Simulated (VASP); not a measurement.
Pb:

```
CELL_PARAMETERS angstrom
0.00000 2.46500 2.46500
2.46500 0.00000 2.46500
2.46500 2.46500 0.00000
ATOMIC_POSITIONS crystal
Pb 0.00000 0.00000 0.00000
```

The cell was built by a generator and needn't be a form met in nature.

```yaml
Program: VASP 6.6.1
Task: relaxation of cell and atoms
Functional: LDA
Potentials_or_basis: VASP PAW LDA potentials, release 64 (Pb_d)
Cutoff: 600 eV
k_mesh: 14 × 14 × 14
Occupations: methfessel-paxton, width 0.1 eV
Spin: no spin polarisation
```

At the start: pressure -1.3 GPa; volume 29.96 Å³/atom.

Task: How do energy, volume and symmetry change on relaxing?

Result: Over 3 steps the energy falls by 3.4 meV/atom and the volume is 29.15 Å³/atom (-2.7 %); space group Fm-3m (No. 225, to 0.05 Å).

Step by step:
```tsv
step	energy change (eV)	largest force (eV/Å)	pressure (GPa)	volume (Å³)
1	0.0000	0.0000	-1.29	29.96
2	-0.0031	0.0000	0.45	28.92
3	-0.0034	0.0000	0.02	29.15
```

Final structure:
```yaml
crystal:
  lattice:
    - [0.00000, 2.44270, 2.44270]
    - [2.44270, 0.00000, 2.44270]
    - [2.44270, 2.44270, 0.00000]
  atoms:
    - { symbol: Pb, position: [0.00000, 0.00000, 0.00000] }
```
